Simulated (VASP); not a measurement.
Given:

```xyz
2
Lattice="0.0000 2.2672 2.2672 2.2672 0.0000 2.2672 2.2672 2.2672 0.0000" Properties=species:S:1:pos:R:3 pbc="T T T"
Hf     0.0000     0.0000     0.0000
N      2.2672     2.2672     2.2672
```

Method: PBE GGA with spin-orbit coupling, VASP's PBE PAW potentials (set 64) (plane waves; VASP 6.6.1). Numerical set-up: 520 eV cut-off, 13×13×13 Γ-centred mesh, Gaussian smearing of 0.050 eV, potentials Hf_pv N.

### Question
Give the energies of bands 9 to 21 at the high-symmetry points, in eV from the Fermi level.

### Answer

| band | Γ | X | U | L | W |
|---|---|---|---|---|---|
| 9 | -3.19 | -5.51 | -6.41 | -8.89 | -6.19 |
| 10 | -3.19 | -5.51 | -6.41 | -8.89 | -6.19 |
| 11 | -3.02 | -3.83 | -5.55 | -6.22 | -5.74 |
| 12 | -3.02 | -3.83 | -5.55 | -6.22 | -5.74 |
| 13 | -3.02 | -3.83 | -4.94 | -6.17 | -5.25 |
| 14 | -3.02 | -3.83 | -4.94 | -6.17 | -5.25 |
| 15 | -0.53 | -3.57 | -0.92 | 3.09 | 0.97 |
| 16 | -0.53 | -3.57 | -0.92 | 3.09 | 0.97 |
| 17 | -0.53 | 3.93 | 3.70 | 3.47 | 1.10 |
| 18 | -0.53 | 3.93 | 3.70 | 3.47 | 1.10 |
| 19 | -0.23 | 4.96 | 4.30 | 3.71 | 5.07 |
| 20 | -0.23 | 4.96 | 4.30 | 3.71 | 5.07 |
| 21 | 1.63 | 5.56 | 5.87 | 4.30 | 5.67 |

It has no gap at this level: it comes out as a metal or semimetal.

The compound is HfN in the rock salt structure. It was relaxed first.
